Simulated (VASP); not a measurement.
```
SrZrS3
1.0
    4.91487     0.00000     0.00000
    0.00000     4.91487     0.00000
    0.00000     0.00000     4.91487
Sr Zr S
1 1 3
Direct
  0.00000   0.00000   0.00000
  0.50000   0.50000   0.50000
  0.00000   0.50000   0.50000
  0.50000   0.50000   0.00000
  0.50000   0.00000   0.50000
```

All values below come from PBE GGA, VASP's PBE PAW potentials (set 64) (plane waves; VASP). Settings: 300 eV cut-off, 7×7×7 Γ-centred mesh, Fermi-Dirac smearing of 0.10 eV, potentials Sr_sv Zr_sv S.

At this cut-off the stress carries a Pulay error, which pulls relaxed volumes low.

**Question.** What does the run give for the energy per atom (σ→0), pressure?

**Answer.** 
```yaml
energy per atom (σ→0): -6.149 eV/atom
pressure: 4.23 GPa
```

Only differences to runs with the same potentials and settings are physical.

The structure was generated: SrZrS3 was put into an ordered model structure, which need not be its known phase. The cell was not relaxed at this level.
